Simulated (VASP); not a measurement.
# NbC (relaxed from the rock salt structure, space group Fm-3m): computed properties

Calculation: PBEsol GGA, VASP's PBE PAW potentials (set 64) (plane waves; VASP).

```yaml
space_group: Fm-3m (225)
cell: a = b = c = 4.4472 Å, α = β = γ = 90.00°
volume_per_atom: 10.99 Å³/atom
band gap (over mesh and band path): none (metal, semimetal or under 0.01 eV)
density: 7.92 g/cm³
```

Space group Fm-3m (No. 225); a = 4.447 Å, b = 4.447 Å, c = 4.447 Å, α = 90.00°, β = 90.00°, γ = 90.00°

```
atom  site  symmetry       x       y       z
----  ----  --------  ------  ------  ------
Nb      4a      m-3m  0.0000  0.0000  0.0000
C       4b      m-3m  0.5000  0.5000  0.5000
```
(The calculation used a cell of 2 atoms; values per cell refer to that cell.)

The structure was generated: NbC was put into the rock salt type (Fm-3m), which need not be its known phase. It was relaxed first, which changed the volume by -37 %. Symmetry was kept, so distortions that lower it aren't found. The electron count is odd and the run is not spin-polarised, which forces a metal.
